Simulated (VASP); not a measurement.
```
Br
1.0
    2.24022    -3.33533     0.00000
    2.24022     3.33533     0.00000
    0.00000     0.00000     8.72087
Br
4
Direct
  0.86100   0.86100   0.88900
  0.63900   0.63900   0.38900
  0.36100   0.36100   0.61100
  0.13900   0.13900   0.11100
```

Method: PBE GGA, VASP's PBE PAW potentials (set 64) (plane waves; VASP 6.6.1). Numerical set-up: 300 eV cut-off, 5×5×2 Γ-centred mesh, Fermi-Dirac smearing of 0.010 eV, potentials Br.

Give the force on each atom (eV/Å).

| atom | Fx | Fy | Fz |
|---|---|---|---|
| Br1 | -0.326 | 0.000 | -0.670 |
| Br2 | 0.326 | 0.000 | -0.670 |
| Br3 | -0.326 | 0.000 | 0.670 |
| Br4 | 0.326 | 0.000 | 0.670 |

Give the stress tensor in GPa (positive for a compressed cell).

```
1.43  0.00  0.00
0.00  1.57  0.00
0.00  0.00  2.72
```
The pressure is its mean diagonal, 1.91 GPa.

The structure is a typed Br crystal. The cell was not relaxed at this level.
